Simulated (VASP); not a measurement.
Write the native input for VASP 6.6.1 that does the following.

* Task: relaxation of cell and atoms
* Functional: PBEsol
* Potentials or basis: VASP PAW PBE potentials, release 64 (Ta_pv)
* Cutoff: 600 eV
* k mesh: 16 × 16 × 16
* Occupations: methfessel-paxton, width 0.1 eV
* Spin: no spin polarisation
* Further INCAR settings: ALGO = Normal; EDIFF = 1e-07; IBRION = 2; EDIFFG = -0.005; NSW = 90; ISIF = 3

The structure of Ta lies in POSCAR:

```
Ta                                      
1.0
   -1.6416853683      1.6416853683      1.6416853683
    1.6416853683     -1.6416853683      1.6416853683
    1.6416853683      1.6416853683     -1.6416853683
  Ta            
     1
Direct
     0.0000000000000000    0.0000000000000000    0.0000000000000000
```

These files were run (other wordings do the same):

INCAR

```
PREC     = Accurate       # precision mode
ENCUT    = 600            # plane-wave cutoff, eV
EDIFF    = 1E-7           # SCF threshold, eV
ISMEAR   = 1              # smearing method
SIGMA    = 0.1            # smearing width, eV
LREAL    = F              # projectors in reciprocal space
LASPH    = T              # aspherical terms in the spheres
NELM     = 80             # most SCF steps
ALGO     = Normal         # electronic algorithm
ISIF     = 3              # what is computed and relaxed
LWAVE    = F              # write WAVECAR
LCHARG   = F              # write CHGCAR
GGA      = PS             # functional
IBRION   = 2              # ionic algorithm
NSW      = 90             # ionic steps
EDIFFG   = -0.005         # ionic threshold
KPAR     = 2
```

KPOINTS

```
regular mesh
0
Gamma
  16 16 16
```

Potentials or basis: VASP PAW PBE potentials, release 64 (Ta_pv).

Run with:

```sh
$ cat potpaw_PBE.64/Ta_pv/POTCAR > POTCAR
$ mpirun -np 2 vasp_std > vasp.out
```

Results of the run:

- Pressure after relaxing: 0.0 GPa
- Band gap on the k mesh: none (metal or under the smearing width)

Caveat: the relaxation stopped at its first step, so nothing moved; the PAW data sets were made with another functional, which shifts forces and pressure a little.

Run time: 11 s on 2 MPI ranks on Intel(R) Xeon(R) Platinum 8488C (Sapphire Rapids), with other jobs on the host, peak memory 0.14 GiB a rank.
